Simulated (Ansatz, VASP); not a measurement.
# BAs in two plane-wave programs

Aim: how closely do two programs agree when they are given the same cell, functional and k mesh? The cell is taken from a series of runs on this material, whose earlier steps may have relaxed, scaled, displaced or heated it; both programs get it as it stands.

Calculated with Ansatz 0.2.0; plane waves, with VASP 6.6.1 beside it; PBE.

### Step 1. The structure

Symmetry: F-43m, No. 216, cubic system. Conventional cell: a = 4.833 Å, b = 4.833 Å, c = 4.833 Å, α = 90.00°, β = 90.00°, γ = 90.00°. Nearest to B lie 4 As at 2.09 Å. Nearest to As lie 4 B at 2.09 Å. Farther neighbours are not listed.

Coordinates:

```xyz
2
Lattice="0.0000 2.4167 2.4167 2.4167 0.0000 2.4167 2.4167 2.4167 0.0000" Properties=species:S:1:pos:R:3 pbc="T T T"
B     0.0000    0.0000    0.0000
As    3.6250    3.6250    3.6250
```

### Step 2. VASP: single point, PBE, pair 1

A single point takes one fixed geometry, so differences don't come from the geometry; what else differs is listed under the comparison.

Lines of VASP's logs that name or quote its potential files are left out, and so is its time.

Contents of INCAR:

```
SYSTEM = BAs
PREC = Accurate
ENCUT = 500
EDIFF = 1E-06
NELM = 120
ISMEAR = 0
SIGMA = 0.01
LREAL = .FALSE.
ALGO = Normal
GGA = PE
NBANDS = 10
LORBIT = 11
LWAVE = .FALSE.
LCHARG = .FALSE.
ISIF = 2
LASPH = .TRUE.
GGA_COMPAT = .FALSE.
EFERMI = MIDGAP
```

Contents of POSCAR:

```
BAs
1.0
    0.0000000000      2.4166675141      2.4166675141
    2.4166675141      0.0000000000      2.4166675141
    2.4166675141      2.4166675141      0.0000000000
B As
1 1
Direct
    0.0000000000      0.0000000000      0.0000000000
    0.7500000000      0.7500000000      0.7500000000
```

Contents of KPOINTS:

```
Automatic mesh
0
Gamma
8 8 8
0 0 0
```

The projector-augmented-wave data sets are B and As (PBE family, release 64).

Started as:

```bash
$ mpirun -np 1 vasp_std
```

Numbers of over 12 decimals in the logs are rounded to 6 here.

Log:

```text
[banner, memory and clock lines left out]
running    1 mpi-ranks, on    1 nodes
 distrk:  each k-point on    1 cores,    1 groups
 distr:  one band on    1 cores,    1 groups

 POSCAR found type information on POSCAR B As
 POSCAR found :  2 types and       2 ions
 LDA part: xc-table for (Slater+PW92), standard interpolation
 POSCAR, INCAR and KPOINTS ok, starting setup
 FFT: planning ... GRIDC
 FFT: planning ... GRID_SOFT
 FFT: planning ... GRID
 WAVECAR not read
 entering main loop
       N       E                     dE             d eps       ncg     rms          rms(c)
DAV:   1     0.111067420382E+02    0.11107E+02   -0.34712E+03   580   0.664E+02
DAV:   2    -0.113500048283E+02   -0.22457E+02   -0.21715E+02   802   0.102E+02
DAV:   3    -0.119822854058E+02   -0.63228E+00   -0.63122E+00   696   0.170E+01
DAV:   4    -0.119839182347E+02   -0.16328E-02   -0.16327E-02   718   0.994E-01
DAV:   5    -0.119839205586E+02   -0.23239E-05   -0.23239E-05   684   0.358E-02    0.469E+00
DAV:   6    -0.114674625972E+02    0.51646E+00   -0.15363E+00   616   0.532E+00    0.229E+00
DAV:   7    -0.114158810828E+02    0.51582E-01   -0.16899E-01   706   0.218E+00    0.951E-01
DAV:   8    -0.114095661914E+02    0.63149E-02   -0.20103E-02   642   0.850E-01    0.976E-02
DAV:   9    -0.114098761802E+02   -0.30999E-03   -0.73535E-04   660   0.167E-01    0.553E-02
DAV:  10    -0.114100441933E+02   -0.16801E-03   -0.22265E-04   634   0.960E-02    0.128E-02
DAV:  11    -0.114100499068E+02   -0.57135E-05   -0.61493E-06   718   0.177E-02    0.105E-02
DAV:  12    -0.114100500396E+02   -0.13281E-06   -0.28481E-06   640   0.990E-03
   1 F= -.11410050E+02 E0= -.11410050E+02  d E =0.000000E+00
```

Parts of OUTCAR (step 2):

```text
ion  position               nearest neighbor table
   1  0.000  0.000  0.000-   2 2.09   2 2.09   2 2.09   2 2.09
   2  0.750  0.750  0.750-   1 2.09   1 2.09   1 2.09   1 2.09

  LATTYP: Found a face centered cubic cell.
 ALAT       =     4.8333350282

 Subroutine GETGRP returns: Found 24 space group operations
 (whereof 24 operations were pure point group operations)

The static configuration has the point symmetry T_d .

 Found     29 irreducible k-points:

   k-points           NKPTS =     29   k-points in BZ     NKDIM =     29   number of bands    NBANDS=     10

   dimension x,y,z NGX =    28 NGY =   28 NGZ =   28
   dimension x,y,z NGXF=    56 NGYF=   56 NGZF=   56

   ENCUT  =  500.0 eV  36.75 Ry    6.06 a.u.   6.23  6.23  6.23*2*pi/ulx,y,z

   NELECT =       8.0000    total number of electrons

 k-points in reciprocal lattice and weights: Automatic mesh
   0.00000000  0.00000000  0.00000000       0.002
   0.12500000  0.00000000  0.00000000       0.016
   0.25000000  0.00000000  0.00000000       0.016
   0.37500000  0.00000000  0.00000000       0.016
   0.50000000  0.00000000  0.00000000       0.008
   0.12500000  0.12500000  0.00000000       0.012
   0.25000000  0.12500000  0.00000000       0.047
   0.37500000  0.12500000  0.00000000       0.047
   0.50000000  0.12500000  0.00000000       0.047
[...]
-0.37500000  0.50000000  0.12500000       0.023
  -0.25000000  0.50000000  0.25000000       0.012

 average (electrostatic) potential at core
       1 -27.2212       2 -49.1184

 E-fermi :   6.3559

 k-point     1 :       0.0000    0.0000    0.0000
  band No.  band energies     occupation
      1      -9.3407      2.00000
      2       5.7447      2.00000
      3       5.7447      2.00000
      4       5.7447      2.00000
      5       8.9776      0.00000
      6       8.9776      0.00000
      7       8.9776      0.00000
      8       9.9889      0.00000
      9      15.1600      0.00000
    ...

 k-point     2 :       0.1250    0.0000    0.0000
  band No.  band energies     occupation
      1      -9.0930      2.00000
      2       3.8112      2.00000
      3       5.3236      2.00000
      4       5.3236      2.00000
      5       8.9958      0.00000
      6       9.5336      0.00000
      7       9.5336      0.00000
      8      11.3697      0.00000
      9      16.0739      0.00000
    ...

 k-point     3 :       0.2500    0.0000    0.0000
  band No.  band energies     occupation
      1      -8.3734      2.00000
      2       0.9147      2.00000
      3       4.6362      2.00000
      4       4.6362      2.00000
      5       8.6261      0.00000
      6      10.3190      0.00000
      7      10.3190      0.00000
      8      13.3927      0.00000
      9      16.8569      0.00000
    ...

  Total       -0.2388288     -0.2388288     -0.2388288      0.0000000     -0.0000000     -0.0000000
  in kB      -13.5555315    -13.5555315    -13.5555315      0.0000000     -0.0000000     -0.0000000
  external PRESSURE =     -13.5555315 kB  Pullay stress =       0.0000000 kB

  energy-cutoff  :      500.00
  volume of cell :       28.23
      direct lattice vectors                 reciprocal lattice vectors
     0.000000000  2.416667514  2.416667514    -0.206896479  0.206896479  0.206896479
     2.416667514  0.000000000  2.416667514     0.206896479 -0.206896479  0.206896479
     2.416667514  2.416667514  0.000000000     0.206896479  0.206896479 -0.206896479

 POSITION                                       TOTAL-FORCE (eV/Angst)
 -----------------------------------------------------------------------------------
      0.00000      0.00000      0.00000         0.000000      0.000000      0.000000
      3.62500      3.62500      3.62500        -0.000000     -0.000000     -0.000000
 -----------------------------------------------------------------------------------
    total drift:                                0.000000      0.000000      0.000000

  FREE ENERGIE OF THE ION-ELECTRON SYSTEM (eV)
  ---------------------------------------------------
  free  energy   TOTEN  =       -11.4100500396 eV

  energy  without entropy=      -11.4100500396  energy(sigma->0) =      -11.41005004

 total charge
# of ion       s       p       d       tot
------------------------------------------
    1        0.655   1.142   0.000   1.797
    2        1.174   1.634   0.082   2.890
--------------------------------------------------
tot          1.829   2.777   0.082   4.687

[... 3 further parts left out ...]
```

The run ends at a pressure of -1.36 GPa.

### Step 3. Ansatz: single point, PBE, pair 1

Ansatz runs on its default PAW (the set named soft_2) files.

The same cell, functional, mesh and smearing now go to Ansatz, which takes its cutoff from its data sets.

Contents of input.yaml:

```yaml
crystal:
  lattice:
    - [0.0, 2.4166675141, 2.4166675141]
    - [2.4166675141, 0.0, 2.4166675141]
    - [2.4166675141, 2.4166675141, 0.0]
  atoms:
    - { symbol: B, position: [0.0, 0.0, 0.0] }
    - { symbol: As, position: [0.75, 0.75, 0.75] }
kpoints:
  mp_grid: { grid: [8, 8, 8] }
hamiltonian:
  xc: pbe
scf:
  occupations: { method: gaussian, width: 0.01 }
  n_extra_bands: 8
output:
  forces: true
  stress: true
  eigenvalues: true
  eigenstates:
    kpoints:
      - [0.0, 0.397960104, 0.397960104]
      - [0.397960104, 0.0, 0.397960104]
      - [0.397960104, 0.397960104, 0.0]
      - [0.0, 0.0, 0.0]
  write_potential: true
  volumetric_format: npy
```

Started as:

```bash
$ ansatz run input.yaml --threads 2 --pin off --max-ram 5120MiB --backend cpu --events-out ev --progress --plain --runs-dir out
```

Log:

```text
scf.n_extra_bands = 8 over 9 filled bands (N_el = 18.0): the run solves 17 bands
Engine: ansatz 0.2.0, x86_64-unknown-linux-gnu
Pseudopotentials: kind: paw
Pseudopotential: B, paw, valence charge 3, recommended cutoff 420 eV (normal), B.paw.azcp
Pseudopotential: As, paw, valence charge 15, recommended cutoff 420 eV (normal), As.paw.azcp
Functional definition: PBE
  parameter kappa = 0.804
  parameter beta = 0.066725
  exchange = pbe_x(kappa = kappa, mu = beta*pi^2/3)
  correlation = pbe_c(beta = beta)
Crystal: 2 atoms, lattice volume = 28.228 Å³
Basis set: ecut = 420 eV, 537 PW (Γ), exchange–correlation on 48×48×48 points (8 copies of the dense FFT grid, shifted against one another)
Bands: 17, of which v1, the nominal top of the filled ones, is band 9 counted from 1 (8 counted from 0)
Symmetry: 24 space group operations
Space group: F-43m (ITA 216), of the structure as read, at distance tolerance 3.0e-5 Å
k-points: 29 of 512 (time reversal used)
Non-local potential: B, projectors of the file, l = 0: 2, l = 1: 2, l = 2: 1
Non-local potential: As, projectors of the file, l = 0: 2, l = 1: 2, l = 2: 3, l = 3: 1
PAW form: soft (Blöchl's): semilocal exchange-correlation on the pseudo side does not see the compensation charge
PAW one-centre angular grid: B, 110 points (default); XC on 64 Gauss nodes
PAW one-centre angular grid: As, 590 points (default); XC on 64 Gauss nodes
Initial density: superposition of atomic densities (neutral atoms: chi_scale 0, normalization atom), corrected by the library's trained network
Initial wavefunctions: pseudopotential atomic-orbital guess
Functional: x = pbe(κ = 0.804, μ = 0.219515), c = pbe(β = 0.066725)
SCF iter   1: F=—  HF=-5012.100205 eV  |F-HF|=—  |Δ(HF+E_count)|=         —  Δρ=7.15e-4  dr2=6.90e-5  ethr=1.77e-3  ⟨swp⟩=6.0  Hψ=2653  notcnv=0
preconditioner: auto → none  [insulator: Δε(μ)=1.231 eV  Ē_g=16.312 eV  σ=0.010 eV  W_gap=1.00  n_scr=8 (ndim 8)  ℏωp=19.8 eV  f_vac=0.001  D(μ)=0.00/eV (n_scr^D=0)  ε∞_Penn≈2.5]
SCF iter   2: F=—  HF=-5012.100233 eV  |F-HF|=—  |Δ(HF+E_count)|=   2.78e-5  Δρ=3.88e-4  dr2=1.68e-5  ethr=3.83e-7  ⟨swp⟩=3.0  Hψ=1166  notcnv=0  defer=91
SCF iter   3: F=—  HF=-5012.100259 eV  |F-HF|=—  |Δ(HF+E_count)|=   2.58e-5  Δρ=2.17e-4  dr2=4.07e-6  ethr=9.31e-8  ⟨swp⟩=2.1  Hψ=618  notcnv=0  defer=91
SCF iter   4: F=—  HF=-5012.100277 eV  |F-HF|=—  |Δ(HF+E_count)|=   1.79e-5  Δρ=2.74e-5  dr2=1.81e-7  ethr=2.26e-8  ⟨swp⟩=2.0  Hψ=517  notcnv=0  defer=91
iter 5 did not close the SCF: its close was put off for the readings that it lacked (scf_convergence_deferred on its scf_iter line)
SCF iter   5: F=-5012.100277 eV  HF=-5012.100277 eV  |F-HF|=5.56e-8  |Δ(HF+E_count)|=   1.58e-7  Δρ=1.35e-5  dr2=5.74e-8  ethr=1.00e-9  ⟨swp⟩=2.1  Hψ=484  notcnv=0  defer=91
SCF iter   6: F=-5012.100277 eV  HF=-5012.100277 eV  |F-HF|=4.55e-12  |Δ(HF+E_count)|=   2.01e-8  Δρ=3.86e-7  dr2=3.24e-11  ethr=3.19e-10  ⟨swp⟩=7.9  Hψ=2740  notcnv=0
SCF 1 converged in 6 iterations: F = -5012.100277 eV  dr2 = 3.24e-11
  greatest PAW one-centre occupation: 0.999 electrons in one spin orbital (limit 2), on the As atom at site 1 (counted from 0), in its partial waves of l = 2
NSCF: frozen V_eff on 4 k-points
SCF converged after 6 iterations
Free energy (F): -5012.100277 eV
Harris-Foulkes:  -5012.100277 eV  (|F-HF|=4.55e-12)
Internal energy: -5012.100277 eV  (E = F + TS)
E sigma→0 (E₀):  -5012.100277 eV
Fermi energy:    11.188592 eV
--- Per-component energies (eV) ---
  E_band       = -218.623846
  E_kinetic    = 150.574415
  E_local      = -1724.688256  (includes V_loc(G=0)·N_el)
  E_nonlocal   = -657.858169
  E_hartree    = 951.672297
  E_xc         = -110.872702
  E_vxc        = -116.925186  (∫ρ·V_xc dr)
  E_paw        = -1915.267675  (= ΣΔE_a)
  E_vpaw       = 226.928850  (= ΣTr[D̂ρ^β])
  E_aug_tail   = 0.000006  (compensation charges beyond the density's cutoff)
  E_ewald      = -1705.660194
  E_smearing   = -0.000000  (= −TS)
  E_closure    = -0.000000  (closes the sum)
  Σ components = -5012.100277   (vs F -5012.100277, Δ=0.00e0)
--- Forces (eV/Å), atoms counted from 1 ---
  atom   1  B     -0.00000000     0.00000000    -0.00000000
  atom   2  As     0.00000000     0.00000000    -0.00000000
  max |Σ_I F_I| component: 5.55e-16 eV/Å
--- Stress (GPa, compression-positive) ---
       -1.909155      -0.000000       0.000000
       -0.000000      -1.909155       0.000000
        0.000000       0.000000      -1.909155
  P = ⅓ Tr σ = -1.9092 GPa (-19.092 kbar)
--- Band table (eV; the first three rows and the last of 29) ---
  k-point 0: bands = [... 5 lower, -4.5142, 10.5736, 10.5736, 10.5736, 13.8110, 13.8110, 13.8110, 14.8054, ... 4 higher]
  k-point 1: bands = [... 5 lower, -4.2664, 8.6409, 10.1532, 10.1532, 13.8249, 14.3673, 14.3673, 16.1940, ... 4 higher]
  k-point 2: bands = [... 5 lower, -3.5466, 5.7476, 9.4664, 9.4664, 13.4537, 15.1552, 15.1552, 18.2260, ... 4 higher]
  k-point 28: bands = [... 5 lower, -0.3711, 2.6801, 5.3040, 5.5905, 15.8302, 16.3238, 17.3124, 17.4015, ... 4 higher]
```

The run ends at a pressure of -1.91 GPa.

### Step 4. Comparison

Known differences besides the potentials themselves: the data sets hold 18 valence electrons in Ansatz (on its default PAW (the set named soft_2) files) and 8 in VASP; the cutoff is 420 eV in Ansatz and 500 eV in VASP. Total energies have different zeros and are not compared.

Compared:

```
              quantity  Ansatz   VASP  difference
        pressure (GPa)   -1.91  -1.36       -0.55
gap on the k mesh (eV)   1.230  1.222      +0.008
```

A gap on the mesh is an upper bound, since the band edges may lie between its points.

### Step 5. VASP: single point, PBE, pair 2

A single point takes one fixed geometry, so differences don't come from the geometry; what else differs is listed under the comparison. The cell compared in this pair holds 27.39 Å³, against 28.23 Å³ for the pair before.

INCAR is that of step 2.

Contents of POSCAR:

```
BAs
1.0
    0.0000000000      2.3926210712      2.3926210712
    2.3926210712      0.0000000000      2.3926210712
    2.3926210712      2.3926210712      0.0000000000
B As
1 1
Direct
    0.0000000000      0.0000000000      0.0000000000
    0.7500000000      0.7500000000      0.7500000000
```

KPOINTS is that of step 2.

Started as:

```bash
$ mpirun -np 1 vasp_std
```

Log:

```text
[... set-up lines as in an earlier step ...]
 entering main loop
       N       E                     dE             d eps       ncg     rms          rms(c)
DAV:   1     0.124747140430E+02    0.12475E+02   -0.37681E+03   580   0.694E+02
DAV:   2    -0.114368777719E+02   -0.23912E+02   -0.23093E+02   836   0.107E+02
DAV:   3    -0.120350031175E+02   -0.59813E+00   -0.59725E+00   690   0.169E+01
DAV:   4    -0.120366618973E+02   -0.16588E-02   -0.16587E-02   716   0.972E-01
[...]
DAV:  10    -0.114066702633E+02   -0.16525E-03   -0.22084E-04   646   0.960E-02    0.132E-02
DAV:  11    -0.114066756700E+02   -0.54067E-05   -0.56759E-06   696   0.172E-02    0.112E-02
DAV:  12    -0.114066756815E+02   -0.11498E-07   -0.27738E-06   634   0.974E-03
   1 F= -.11406676E+02 E0= -.11406676E+02  d E =0.000000E+00
```

From OUTCAR (step 5):

```text
  Total        0.4585309      0.4585309      0.4585309      0.0000000      0.0000000      0.0000000
  in kB       26.8180661     26.8180661     26.8180661      0.0000000      0.0000000      0.0000000
  external PRESSURE =      26.8180661 kB  Pullay stress =       0.0000000 kB

 POSITION                                       TOTAL-FORCE (eV/Angst)
 -----------------------------------------------------------------------------------
      0.00000      0.00000      0.00000         0.000000      0.000000      0.000000
      3.58893      3.58893      3.58893        -0.000000     -0.000000     -0.000000
 -----------------------------------------------------------------------------------
    total drift:                                0.000000      0.000000      0.000000

  FREE ENERGIE OF THE ION-ELECTRON SYSTEM (eV)
  ---------------------------------------------------
  free  energy   TOTEN  =       -11.4066756815 eV

  energy  without entropy=      -11.4066756815  energy(sigma->0) =      -11.40667568

[... 1 part as in an earlier step ...]

[... 2 further parts left out ...]
[key lines of the parts left out:]
E-fermi :   6.6672
```

The run ends at a pressure of 2.68 GPa.

### Step 6. Ansatz: single point, PBE, pair 2

The same cell, functional, mesh and smearing now go to Ansatz, which takes its cutoff from its data sets.

The cell is taken from a series of runs on this material, whose earlier steps may have relaxed, scaled, displaced or heated it; both programs get it as it stands.

Edit input.yaml of step 3 so:

```diff
@@ -2,5 +2,5 @@
   lattice:
-    - [0.0, 2.4166675141, 2.4166675141]
-    - [2.4166675141, 0.0, 2.4166675141]
-    - [2.4166675141, 2.4166675141, 0.0]
+    - [0.0, 2.3926210712, 2.3926210712]
+    - [2.3926210712, 0.0, 2.3926210712]
+    - [2.3926210712, 2.3926210712, 0.0]
   atoms:
```

Started as:

```bash
$ ansatz run input.yaml --threads 2 --pin off --max-ram 5120MiB --backend cpu --events-out ev --progress --plain --runs-dir out
```

Log:

```text
[...]
Crystal: 2 atoms, lattice volume = 27.394 Å³
Basis set: ecut = 420 eV, 531 PW (Γ), exchange–correlation on 48×48×48 points (8 copies of the dense FFT grid, shifted against one another)
Bands: 17, of which v1, the nominal top of the filled ones, is band 9 counted from 1 (8 counted from 0)
Symmetry: 24 space group operations
[...]
k-points: 29 of 512 (time reversal used)
[...]
k-point 0: bands = [... 5 lower, -4.3123, 11.0443, 11.0443, 11.0443, 14.3184, 14.3184, 14.3184, 15.6523, ... 4 higher]
  k-point 1: bands = [... 5 lower, -4.0574, 9.0852, 10.6092, 10.6092, 14.4188, 14.8926, 14.8926, 16.9483, ... 4 higher]
  k-point 2: bands = [... 5 lower, -3.3156, 6.1260, 9.9026, 9.9026, 14.0816, 15.6922, 15.6922, 18.9118, ... 4 higher]
  k-point 28: bands = [... 5 lower, -0.0007, 3.0156, 5.5947, 5.8881, 16.3088, 16.9574, 17.8490, 18.0593, ... 4 higher]
[key lines of the parts left out:]
SCF converged after 6 iterations
Free energy (F): -5012.100230 eV
Fermi energy:    11.645316 eV
P = ⅓ Tr σ = 2.0382 GPa (20.382 kbar)
```

The run ends at a pressure of 2.04 GPa.

### Step 7. Side by side

What differs besides the data sets and the points named for the pairs above, as far as they apply: the data sets hold 18 valence electrons in Ansatz (on its default PAW (the set named soft_2) files) and 8 in VASP. Total energies have different zeros and are not compared.

The two programs side by side:

```
              quantity  Ansatz   VASP  difference
        pressure (GPa)    2.04   2.68       -0.64
gap on the k mesh (eV)   1.202  1.194      +0.008
```

A gap on the mesh is an upper bound, since the band edges may lie between its points.

(Continued in part 2 of 2.)

[Lines on the potential files, build, host, timing and source positions are cut from VASP's logs without a mark.]

[Logs are printed without paths, hosts, clocks, repeated set-up lines and the standing remarks that a program may print on its own settings, such as how far it seeks lower states.]

[Hosts, paths, dates, database ids (printed as entryN), source tags and the programs' standing remarks are cut or masked in the printed files.]
